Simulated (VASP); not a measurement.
A cell of SnSe2 (1T layered) near equilibrium:

```
SnSe2
1.0
    1.93632    -3.35380     0.00000
    1.93632     3.35380     0.00000
    0.00000     0.00000     6.89552
Sn Se
1 2
Direct
  0.00000   0.00000   0.00000
  0.33333   0.66667   0.23132
  0.66667   0.33333   0.76868
```

Method: PBE GGA, VASP's PBE PAW potentials (set 64) (plane waves; VASP).

Without a dispersion term in the relaxation, distances and binding between the weakly bound layers, chains or molecules are unreliable, and so is what depends on them. Unless said otherwise, spin-orbit coupling is left out, though it shifts the bands of the heavy elements here.

| run | ΔE (meV/atom) | σxx | σyy | σzz | largest shear component, with its sign (GPa) | largest force (eV/Å) | gap (eV) |
|---|---|---|---|---|---|---|---|
| as it is | 0.0 | 0.12 | 0.12 | 0.01 | 0.00 | 0.005 | 0.69 |
| after one change | 27.4 | -3.29 | -3.29 | -0.13 | 0.00 | 0.001 | 0.85 |
Stress is in GPa, positive when the cell is compressed; gaps are those on the k-mesh, and 0.00 means metallic.

Question: Which change was made?
A) biaxial strain of -4.0 % in the xz plane
B) atom 3 (Se) moved by 0.150 Å along x
C) isotropic strain of +4.0 % with the ions relaxed
D) atom 2 (Se) moved by 0.100 Å along y

Answer: C, isotropic strain of +4.0 % with the ions relaxed

The compound is SnSe2 in the 1T layered structure.
